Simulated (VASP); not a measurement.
Data:

```
CELL_PARAMETERS angstrom
      2.96056     0.00000     0.00000
      0.00000     2.96056     0.00000
      0.00000     0.00000     2.96056
ATOMIC_POSITIONS crystal
  Zn 0.50000 0.50000 0.50000
  Cu 0.00000 0.00000 0.00000
```

Computed with PBE GGA, VASP's PBE PAW potentials (set 64) (plane waves; VASP). Settings: 400 eV cut-off, Gaussian smearing of 0.050 eV, potentials Zn Cu.

Q: Give the energies of bands 4 to 14 at the high-symmetry points, in eV from the Fermi level.

A: 
| band | Γ | X | M | R |
|---|---|---|---|---|
| 4 | -7.12 | -7.28 | -7.37 | -6.83 |
| 5 | -7.12 | -7.04 | -6.84 | -6.83 |
| 6 | -7.12 | -6.03 | -4.60 | -4.22 |
| 7 | -3.53 | -5.13 | -3.33 | -4.22 |
| 8 | -3.53 | -3.64 | -2.85 | -4.22 |
| 9 | -2.70 | -3.23 | -2.85 | -2.45 |
| 10 | -2.70 | -3.23 | -2.47 | -2.45 |
| 11 | -2.70 | -2.77 | -1.83 | 3.74 |
| 12 | 6.18 | -1.99 | -1.83 | 4.31 |
| 13 | 6.18 | 11.58 | 1.69 | 4.31 |
| 14 | 6.18 | 11.58 | 2.05 | 4.31 |

It has no gap at this level: it comes out as a metal or semimetal.

The compound is CuZn in the CsCl type structure. It was relaxed first. The electron count is odd and the run is not spin-polarised, which forces a metal.
